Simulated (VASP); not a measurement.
VASP runs on PtSe₂ (space group P-3m1) share one base input (PBE GGA, plane waves, VASP's PBE PAW potentials (set 64)) and change the settings named in each case.

File KPOINTS:
```
Automatic mesh
0
Gamma
8 8 5
0 0 0
```

### INCAR
```
SYSTEM = PtSe2
PREC = Accurate
ENCUT = 300
EDIFF = 1E-6
NELM = 100
ALGO = Normal
LREAL = .FALSE.
LASPH = .TRUE.
ISMEAR = 0
SIGMA = 0.01
GGA = PE
LMAXMIX = 6
LWAVE = .FALSE.
LCHARG = .FALSE.
ISIF = 2
```

POSCAR:
```
PtSe2
1
    3.6347860000     0.0000000000     0.0000000000
   -1.8173930000     3.1478170000     0.0000000000
    0.0000000000     0.0000000000     5.6908640000
Pt Se
1 2
Direct
  0.0000000000   0.0000000000   0.0000000000
  0.6666670000   0.3333330000   0.7746100000
  0.3333330000   0.6666670000   0.2253900000
```

POTCAR, in this order: Pt Se (PBE.64 set). Program: vasp_std.

```
change                                                                                                  E(σ→0) (eV/atom)  pressure (GPa)  largest force (eV/Å)
------------------------------------------------------------------------------------------------------  ----------------  --------------  --------------------
base run                                                                                                         -4.7016           11.03                 1.103
AEXX = 0.25, HFSCREEN = 0.2, ISYM = 3, LHFCALC = .TRUE., PRECFOCK = Fast, KPOINTS 5×5×3 Γ-centred mesh           -5.7487            6.58                 0.640
KPOINTS 5×5×3 Γ-centred mesh                                                                                     -4.6997           11.02                 1.121
AEXX = 0.25, HFSCREEN = 0.2, ISYM = 3, LHFCALC = .TRUE., PRECFOCK = Fast, KPOINTS 6×6×3 Γ-centred mesh           -5.7502            6.61                 0.621
KPOINTS 6×6×3 Γ-centred mesh                                                                                     -4.7005           11.06                 1.103
AEXX = 0.25, HFSCREEN = 0.2, ISYM = 3, LHFCALC = .TRUE., PRECFOCK = Fast, KPOINTS 7×7×4 Γ-centred mesh           -5.7507            6.60                   ___
KPOINTS 7×7×4 Γ-centred mesh                                                                                     -4.7013           11.05                 1.101
AEXX = 0.25, HFRCUT = -1, ISYM = 3, LHFCALC = .TRUE., PRECFOCK = Fast, KPOINTS 5×5×3 Γ-centred mesh              -6.2480            6.53                 0.644
KPOINTS 5×5×3 Γ-centred mesh                                                                                     -4.6997           11.02                 1.121
AEXX = 0.25, HFRCUT = -1, ISYM = 3, LHFCALC = .TRUE., PRECFOCK = Fast, KPOINTS 6×6×3 Γ-centred mesh              -6.2496            6.59                 0.631
KPOINTS 6×6×3 Γ-centred mesh                                                                                     -4.7005           11.06                 1.103
AEXX = 0.25, HFRCUT = -1, ISYM = 3, LHFCALC = .TRUE., PRECFOCK = Fast, KPOINTS 7×7×4 Γ-centred mesh              -6.2497            6.60                 0.628
KPOINTS 7×7×4 Γ-centred mesh                                                                                     -4.7013           11.05                 1.101
```

Question: Complete the blanks.

Answer: 
- AEXX = 0.25, HFSCREEN = 0.2, ISYM = 3, LHFCALC = .TRUE., PRECFOCK = Fast, KPOINTS 7×7×4 Γ-centred mesh, largest force (eV/Å): 0.619

Energies of different potentials or functionals have different zeros.  Unless said otherwise, spin-orbit coupling is left out, though it shifts the bands of the heavy elements here. At 300 eV the pressure can carry a Pulay error.

Left out are runs that ran out of time, are held back, or changed the cell or the kind of run, fixed moments of cells without a moment, rows past the twelfth, gaps on odd meshes, pressures of charged cells and columns that move by less than the noise.

The structure comes from a computed database's PtSe2 entry; how it stands against other phases isn't given here. The cell was not relaxed at this level, forces remain on its atoms, its lattice was scaled by up to 2.5 %.
